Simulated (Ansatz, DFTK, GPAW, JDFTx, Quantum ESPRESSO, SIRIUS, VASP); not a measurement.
One calculation of KTaO3, 7 ways

```xyz
5
Lattice="3.9883 0.0000 0.0000 0.0000 3.9883 0.0000 0.0000 0.0000 3.9883" Properties=species:S:1:pos:R:3 pbc="T T T"
Ta    0.0000    0.0000    0.0000
K     1.9942    1.9942    1.9942
O     0.0000    0.0000    1.9942
O     0.0000    1.9942    0.0000
O     1.9942    0.0000    0.0000
```

Alike in all runs: task single point; functional PBEsol; k mesh 7 × 7 × 7; occupations fermi-dirac, width 0.05 eV; no spin polarisation; no spin-orbit coupling. Pressure is positive in compression and, in plane waves, holds the error of the finite cutoff.

```tsv
program and potentials	plane-wave cutoff (eV)	notes	pressure (GPa)
DFTK, PseudoDojo SR PBEsol 0.4.1 standard (PBEsol)	1143	8 valence electrons an atom on average	-1.70
GPAW, PAW data sets generated for this functional	800	8 valence electrons an atom on average	-0.07
Quantum ESPRESSO, GBRV 1.5 PBEsol	762	8 valence electrons an atom on average	-0.11
JDFTx, PseudoDojo-SR-PBEsol-0.4.1-standard with smoothed tails	1143	8 valence electrons an atom on average	-1.70
VASP, PBE PAW files K_sv, O, Ta_pv, 520 eV	520	potentials made for PBE; 7.6 valence electrons an atom on average	0.28
SIRIUS, PseudoDojo 0.4.1 PBEsol standard (scalar relativistic)	1152	8 valence electrons an atom on average	-1.69
Ansatz, all-electron LAPW, scalar-relativistic	-	-	-0.44
```

The pressure spans -1.70 (JDFTx, PseudoDojo-SR-PBEsol-0.4.1-standard with smoothed tails) to 0.28 GPa (VASP, PBE PAW files K_sv, O, Ta_pv, 520 eV), with all-electron results at -0.44.

Differences between rows come from potentials, basis sets and numerical settings, since the functional is the same but for its coding. Runs on potential files found faulty are left out.
